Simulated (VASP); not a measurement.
# NiSb (Breithauptite): structure and properties in VASP, part 9 of 13

Aim: relax NiSb (Breithauptite), then compute properties on the relaxed cell. The start is a cell from a database of measured crystal structures.

VASP 6.6.1, plane waves and PAW; the level of theory is named at each step.

Still holding for the runs below: This run allows spin, but its moments start at zero, where symmetry between the spins tends to hold them, which is where the search above led. The k-mesh is coarse for a metal. A U on the itinerant d states of such a compound is hard to justify; it moves the bands at the Fermi level.

So far. Step 9 (Second relaxation): It ends with forces that vanish by symmetry and a pressure of -0.02 GPa. The volume moved by only 0.13 %, so the volume is settled. Step 10 (Single point with fields (LDA + U)): In this run the pressure is 0.07 GPa, small enough to go on; single stress components reach 0.07 GPa.

### Step 11. Band structure (LDA + U)

Level of this step: LDA, DFT+U (Ni d 4 eV), zero-moment start; plane waves and PAW (Ni, Sb) (VASP).

Levels along the symmetry lines show where the bands peak and cross; KPOINTS_OPT computes them in the converged potential.

Contents of INCAR:

```
SYSTEM = NiSb
PREC = Accurate
ENCUT = 400
EDIFF = 1E-06
NELM = 100
ISMEAR = 0
SIGMA = 0.05
LREAL = .FALSE.
ALGO = Normal
GGA = CA
NBANDS = 31
ISPIN = 2
MAGMOM = 0 0 -0 -0
LDAU = .TRUE.
LDAUTYPE = 2
LDAUL = 2 -1
LDAUU = 4 0
LDAUJ = 0 0
LDAUPRINT = 1
LASPH = .TRUE.
LMAXMIX = 4
LORBIT = 11
LWAVE = .FALSE.
LCHARG = .FALSE.
KPAR = 8
```

Contents of POSCAR:

```
NiSb
1.0
    3.8277166359      0.0000000000      0.0000000000
   -1.9138583179      3.3148998451      0.0000000000
    0.0000000000      0.0000000000      4.9966405976
Ni Sb
2 2
Direct
    0.0000000000      0.0000000000      0.0000000000
    0.0000000000      0.0000000000      0.5000000000
    0.3333333333      0.6666666667      0.2500000000
    0.6666666667      0.3333333333      0.7500000000
```

Contents of KPOINTS:

```
Automatic mesh
0
Gamma
7 7 5
0 0 0
```

Contents of KPOINTS_OPT:

```
Line mode
16
Line-mode
Reciprocal
  0.00000000   0.00000000   0.00000000 GAMMA
  0.50000000   0.00000000   0.00000000 M

  0.50000000   0.00000000   0.00000000 M
  0.33333333   0.33333333   0.00000000 K

  0.33333333   0.33333333   0.00000000 K
  0.00000000   0.00000000   0.00000000 GAMMA

  0.00000000   0.00000000   0.00000000 GAMMA
  0.00000000   0.00000000   0.50000000 A

  0.00000000   0.00000000   0.50000000 A
  0.50000000   0.00000000   0.50000000 L

  0.50000000   0.00000000   0.50000000 L
  0.33333333   0.33333333   0.50000000 H

  0.33333333   0.33333333   0.50000000 H
  0.00000000   0.00000000   0.50000000 A

  0.50000000   0.00000000   0.50000000 L
  0.50000000   0.00000000   0.00000000 M

  0.33333333   0.33333333   0.00000000 K
  0.33333333   0.33333333   0.50000000 H
```

Potentials, in the order of the species: Ni and Sb (LDA family, release 64).

Launch:

```sh
$ mpirun -np 8 vasp_std
```

The program printed:

```text
[... set-up lines as in an earlier step ...]
 entering main loop
       N       E                     dE             d eps       ncg     rms          rms(c)
DAV:   1     0.169916998619E+03    0.16992E+03   -0.97823E+03  3008   0.834E+02
DAV:   2    -0.708138598141E+01   -0.17700E+03   -0.16358E+03  3032   0.213E+02
DAV:   3    -0.199679476185E+02   -0.12887E+02   -0.12555E+02  3578   0.689E+01
DAV:   4    -0.202211362062E+02   -0.25319E+00   -0.25295E+00  3382   0.963E+00
DAV:   5    -0.202280218551E+02   -0.68856E-02   -0.68853E-02  3594   0.155E+00    0.112E+01
DAV:   6    -0.201728420312E+02    0.55180E-01   -0.32444E+00  3421   0.300E+01    0.687E+00
DAV:   7    -0.196681177730E+02    0.50472E+00   -0.17938E+00  3738   0.248E+01    0.492E+00
DAV:   8    -0.195486402881E+02    0.11948E+00   -0.40559E-01  4082   0.723E+00    0.490E-01
DAV:   9    -0.195489750667E+02   -0.33478E-03   -0.22028E-02  3242   0.891E-01    0.281E-01
DAV:  10    -0.195487364706E+02    0.23860E-03   -0.32685E-03  3488   0.413E-01    0.709E-02
DAV:  11    -0.195487686296E+02   -0.32159E-04   -0.58324E-04  3417   0.165E-01    0.391E-02
DAV:  12    -0.195487807806E+02   -0.12151E-04   -0.24177E-05  4312   0.517E-02    0.263E-02
DAV:  13    -0.195487787858E+02    0.19948E-05   -0.76434E-06  3687   0.303E-02    0.735E-03
DAV:  14    -0.195487790059E+02   -0.22012E-06   -0.14355E-06  2538   0.732E-03
   1 F= -.19548779E+02 E0= -.19547777E+02  d E =-.200336E-02  mag=    -0.0000
 Start KPOINTS_OPT (optional k-point list driver)
k-point batch [1-24\144]
       N       E                     dE             ncg
DAV:   1     0.939527509073E+04   -0.40532E+04     3000
DAV:   2     0.514948207979E+04   -0.42458E+04     3026
DAV:   3     0.483892803979E+04   -0.31055E+03     3519
DAV:   4     0.483274625712E+04   -0.61818E+01     3613
DAV:   5     0.483257813508E+04   -0.16812E+00     3535
DAV:   6     0.483257029487E+04   -0.78402E-02     3794
DAV:   7     0.483256990791E+04   -0.38696E-03     3818
DAV:   8     0.483256989250E+04   -0.15412E-04     3057
DAV:   9     0.483256989209E+04   -0.40665E-06     2386
[...]
k-point batch [121-144\144]
       N       E                     dE             ncg
DAV:   1     0.919501954015E+04   -0.13033E+05     2984
DAV:   2     0.502242898188E+04   -0.41726E+04     3040
DAV:   3     0.472974740372E+04   -0.29268E+03     3481
DAV:   4     0.472396940878E+04   -0.57780E+01     3543
DAV:   5     0.472380980644E+04   -0.15960E+00     3700
DAV:   6     0.472380263705E+04   -0.71694E-02     3709
DAV:   7     0.472380231011E+04   -0.32694E-03     3907
DAV:   8     0.472380229900E+04   -0.11112E-04     2863
DAV:   9     0.472380229845E+04   -0.54992E-06     2438
```

The job ended after 27 s (8 MPI ranks of AMD EPYC 9R45, shared host; peak memory 1.8 GiB).

From OUTCAR (step 11):

```text
   k-points           NKPTS =     24   k-points in BZ     NKDIM =     24   number of bands    NBANDS=     31

   NELECT =      30.0000    total number of electrons

atom =   1  type =  1  l = 2

 onsite density matrix

spin component  1

  0.8755 -0.0000 -0.0000  0.0447  0.0000
 -0.0000  0.8699 -0.0000  0.0000  0.0447
 -0.0000 -0.0000  0.8928 -0.0000 -0.0000
  0.0447  0.0000 -0.0000  0.8699  0.0000
  0.0000  0.0447 -0.0000  0.0000  0.8755

spin component  2

 occupancies and eigenvectors

  o =  0.8279  v = -0.1930 -0.6995  0.0000  0.2056  0.6566  0.0000  0.0000  0.0000  0.0000  0.0000      0.0000  0.0000  0.0000  0.0000  0.0000  0.0000  0.0000  0.0000  0.0000  0.0000
  o =  0.8279  v =  0.6566 -0.2056  0.0000 -0.6995  0.1930  0.0000  0.0000  0.0000  0.0000  0.0000      0.0000  0.0000  0.0000  0.0000  0.0000  0.0000  0.0000  0.0000  0.0000  0.0000
  o =  0.8279  v =  0.0000  0.0000  0.0000  0.0000  0.0000 -0.1930 -0.6995  0.0000  0.2056  0.6566      0.0000  0.0000  0.0000  0.0000  0.0000  0.0000  0.0000  0.0000  0.0000  0.0000
  o =  0.8279  v =  0.0000  0.0000  0.0000  0.0000  0.0000  0.6566 -0.2056  0.0000 -0.6995  0.1930      0.0000  0.0000  0.0000  0.0000  0.0000  0.0000  0.0000  0.0000  0.0000  0.0000
  o =  0.8928  v =  0.0000  0.0000  1.0000  0.0000  0.0000  0.0000  0.0000  0.0000  0.0000  0.0000      0.0000  0.0000  0.0000  0.0000  0.0000  0.0000  0.0000  0.0000  0.0000  0.0000
  o =  0.8928  v =  0.0000  0.0000  0.0000  0.0000  0.0000  0.0000  0.0000  1.0000  0.0000  0.0000      0.0000  0.0000  0.0000  0.0000  0.0000  0.0000  0.0000  0.0000  0.0000  0.0000
  o =  0.9175  v = -0.2056  0.6566 -0.0000 -0.1930  0.6995  0.0000  0.0000  0.0000  0.0000  0.0000      0.0000  0.0000  0.0000  0.0000  0.0000  0.0000  0.0000  0.0000  0.0000  0.0000
  o =  0.9175  v =  0.6995  0.1930 -0.0000  0.6566  0.2056  0.0000  0.0000  0.0000  0.0000  0.0000      0.0000  0.0000  0.0000  0.0000  0.0000  0.0000  0.0000  0.0000  0.0000  0.0000
  o =  0.9175  v =  0.0000  0.0000  0.0000  0.0000  0.0000 -0.2056  0.6566 -0.0000 -0.1930  0.6995      0.0000  0.0000  0.0000  0.0000  0.0000  0.0000  0.0000  0.0000  0.0000  0.0000
  o =  0.9175  v =  0.0000  0.0000  0.0000  0.0000  0.0000  0.6995  0.1930 -0.0000  0.6566  0.2056      0.0000  0.0000  0.0000  0.0000  0.0000  0.0000  0.0000  0.0000  0.0000  0.0000

atom =   2  type =  1  l = 2

 onsite density matrix

spin component  1

  0.8755  0.0000 -0.0000 -0.0447  0.0000
  0.0000  0.8699  0.0000  0.0000 -0.0447
 -0.0000  0.0000  0.8928  0.0000 -0.0000
 -0.0447  0.0000  0.0000  0.8699 -0.0000
  0.0000 -0.0447 -0.0000 -0.0000  0.8755

spin component  2

 occupancies and eigenvectors

  o =  0.8279  v = -0.1930  0.6995  0.0000 -0.2056  0.6566  0.0000  0.0000  0.0000  0.0000  0.0000      0.0000  0.0000  0.0000  0.0000  0.0000  0.0000  0.0000  0.0000  0.0000  0.0000
  o =  0.8279  v =  0.6566  0.2056  0.0000  0.6995  0.1930  0.0000  0.0000  0.0000  0.0000  0.0000      0.0000  0.0000  0.0000  0.0000  0.0000  0.0000  0.0000  0.0000  0.0000  0.0000
  o =  0.8279  v =  0.0000  0.0000  0.0000  0.0000  0.0000 -0.1930  0.6995  0.0000 -0.2056  0.6566      0.0000  0.0000  0.0000  0.0000  0.0000  0.0000  0.0000  0.0000  0.0000  0.0000
  o =  0.8279  v =  0.0000  0.0000  0.0000  0.0000  0.0000  0.6566  0.2056  0.0000  0.6995  0.1930      0.0000  0.0000  0.0000  0.0000  0.0000  0.0000  0.0000  0.0000  0.0000  0.0000
  o =  0.8928  v =  0.0000 -0.0000  1.0000 -0.0000  0.0000  0.0000  0.0000  0.0000  0.0000  0.0000      0.0000  0.0000  0.0000  0.0000  0.0000  0.0000  0.0000  0.0000  0.0000  0.0000
  o =  0.8928  v =  0.0000  0.0000  0.0000  0.0000  0.0000  0.0000 -0.0000  1.0000 -0.0000  0.0000      0.0000  0.0000  0.0000  0.0000  0.0000  0.0000  0.0000  0.0000  0.0000  0.0000
  o =  0.9175  v = -0.2056 -0.6566 -0.0000  0.1930  0.6995  0.0000  0.0000  0.0000  0.0000  0.0000      0.0000  0.0000  0.0000  0.0000  0.0000  0.0000  0.0000  0.0000  0.0000  0.0000
  o =  0.9175  v =  0.6995 -0.1930 -0.0000 -0.6566  0.2056  0.0000  0.0000  0.0000  0.0000  0.0000      0.0000  0.0000  0.0000  0.0000  0.0000  0.0000  0.0000  0.0000  0.0000  0.0000
  o =  0.9175  v =  0.0000  0.0000  0.0000  0.0000  0.0000 -0.2056 -0.6566 -0.0000  0.1930  0.6995      0.0000  0.0000  0.0000  0.0000  0.0000  0.0000  0.0000  0.0000  0.0000  0.0000
  o =  0.9175  v =  0.0000  0.0000  0.0000  0.0000  0.0000  0.6995 -0.1930 -0.0000 -0.6566  0.2056      0.0000  0.0000  0.0000  0.0000  0.0000  0.0000  0.0000  0.0000  0.0000  0.0000

 E-fermi :  10.8415

 spin component 1
 k-point     1 :       0.0000    0.0000    0.0000
  band No.  band energies     occupation
    ...
      9       7.9956      1.00000
     10       7.9956      1.00000
     11       8.8728      1.00000
     12       8.8728      1.00000
     13      10.4052      1.00000
     14      11.7499      0.00000
     15      11.7499      0.00000
     16      13.4828      0.00000
     17      13.4828      0.00000
     18      14.2655      0.00000
    ...

 k-point     2 :       0.1429    0.0000    0.0000
  band No.  band energies     occupation
    ...
     11       8.8452      1.00000
     12       8.8732      1.00000
     13      10.0242      1.00000
     14      10.3138      1.00000
     15      10.7850      0.94500
     16      12.6666      0.00000
     17      14.2974      0.00000
     18      14.7654      0.00000
     19      15.8044      0.00000
     20      16.8889      0.00000
    ...

  Total       -0.0001001     -0.0001001     -0.0024862     -0.0000000      0.0000000      0.0000000
  in kB       -0.0025299     -0.0025299     -0.0628287     -0.0000000      0.0000000      0.0000000
  external PRESSURE =      -0.0226295 kB  Pullay stress =       0.0000000 kB

 POSITION                                       TOTAL-FORCE (eV/Angst)
 -----------------------------------------------------------------------------------
      0.00000      0.00000      0.00000        -0.000000      0.000000      0.000000
      0.00000      0.00000      2.49832        -0.000000      0.000000      0.000000
     -0.00000      2.20993      1.24916         0.000000      0.000000      0.000000
      1.91386      1.10497      3.74748        -0.000000     -0.000000     -0.000000
 -----------------------------------------------------------------------------------
    total drift:                               -0.000000      0.000000      0.000000

  FREE ENERGIE OF THE ION-ELECTRON SYSTEM (eV)
  ---------------------------------------------------
  free  energy   TOTEN  =       -19.5487790059 eV

  energy  without entropy=      -19.5467756491  energy(sigma->0) =      -19.54777733

 magnetization (x)
# of ion       s       p       d       tot
------------------------------------------
    1        0.000  -0.000   0.000   0.000
    2        0.000  -0.000   0.000   0.000
    3        0.000   0.000   0.000   0.000
    4        0.000   0.000   0.000   0.000
--------------------------------------------------
tot          0.000   0.000   0.000   0.000

[... 9 parts as in an earlier step ...]

[... 7 further parts left out ...]
```

Spin-orbit coupling is off here; it can split and shift levels that hold much weight on Sb by tenths of an eV or more.

This step gave:

```yaml
bands: 31
pressure: -0.002263 GPa
```

Both spin channels agree. Electronic bands along the path, in eV, zero at the Fermi level; # counts the bands kept in this run, so #1 is VASP's band 2:

```tsv
point	#11	#12	#13	#14	#15	#16	#17	#18
Γ	-1.97	-0.44	0.91	0.91	2.64	2.64	3.42	4.48
0.47 of the way	-1.97	-1.97	-0.91	-0.71	1.17	2.97	3.96	4.45
M	-2.57	-2.20	-2.06	-1.97	-0.41	1.14	3.50	4.33
0.47 of the way	-2.19	-2.14	-2.05	-1.89	0.09	0.70	2.44	3.95
K	-2.05	-2.05	-1.91	-0.78	-0.78	0.71	0.71	3.23
0.47 of the way	-2.05	-1.97	-1.74	-0.89	2.06	2.14	2.17	4.65
Γ	-1.97	-0.44	0.91	0.91	2.64	2.64	3.42	4.48
0.53 of the way	-2.40	-0.54	1.54	1.54	2.62	2.62	2.85	4.07
A	-2.91	0.52	0.52	2.33	2.33	2.33	2.33	5.57
0.47 of the way	-2.87	-0.73	-0.73	1.13	1.13	1.53	1.53	4.90
L	-2.62	-2.55	-2.55	0.20	0.20	1.97	1.97	5.55
0.47 of the way	-2.69	-2.33	-2.33	-1.01	-1.01	3.61	3.61	6.15
H	-2.81	-1.95	-1.95	-1.84	-1.84	4.65	4.65	7.81
0.47 of the way	-2.79	-1.10	-1.10	-0.68	-0.68	2.86	2.86	6.11
A	-2.91	0.52	0.52	2.33	2.33	2.33	2.33	5.57
jump to L	-2.62	-2.55	-2.55	0.20	0.20	1.97	1.97	5.55
0.47 of the way	-2.61	-2.33	-2.20	-1.20	0.60	2.12	2.44	4.16
M	-2.57	-2.20	-2.06	-1.97	-0.41	1.14	3.50	4.33
jump to K	-2.05	-2.05	-1.91	-0.78	-0.78	0.71	0.71	3.23
0.47 of the way	-2.23	-2.05	-2.05	-1.40	-1.40	2.34	2.34	4.87
H	-2.81	-1.95	-1.95	-1.84	-1.84	4.65	4.65	7.81
```

Of the projections kept (Ni, Sb), the largest for each band there, as a share of the weight inside these atoms' spheres; weight between the spheres isn't counted:

```tsv
point	#11	#12	#13	#14	#15	#16	#17	#18
Γ	Ni 1.00	Ni 0.95	Sb 0.64	Sb 0.64	Ni 0.56	Ni 0.56	Sb 0.74	Sb 0.97
M	Ni 1.00	Ni 0.99	Ni 0.99	Ni 1.00	Ni 0.78	Ni 0.77	Ni 0.72	Sb 0.58
K	Ni 0.99	Ni 0.99	Ni 0.50	Ni 0.71	Ni 0.71	Ni 0.64	Ni 0.64	Ni 0.82
Γ	Ni 1.00	Ni 0.95	Sb 0.64	Sb 0.64	Ni 0.56	Ni 0.56	Sb 0.74	Sb 0.97
A	Ni 0.99	Sb 0.68	Sb 0.68	Ni 0.50	Ni 0.50	Ni 0.50	Ni 0.50	Ni 0.52
L	Ni 0.97	Ni 0.95	Ni 0.95	Ni 0.65	Ni 0.65	Ni 0.57	Ni 0.57	Sb 0.59
```

There is no gap at this level.

(Part 9 of 13 ends here.)

[Lines on the potential files, build, host, timing and source positions are cut from VASP's logs without a mark.]

[Logs are printed without paths, hosts, clocks, repeated set-up lines and the standing remarks that a program may print on its own settings, such as how far it seeks lower states.]

[Hosts, paths, dates, database ids (printed as entryN), source tags and the programs' standing remarks are cut or masked in the printed files.]

[A measured line is paired with the nearest computed mode of its activity, which favours agreement.]

[In band tables of VASP the shares of atoms and orbitals are scaled to a sum of 1 inside the atoms' spheres.]
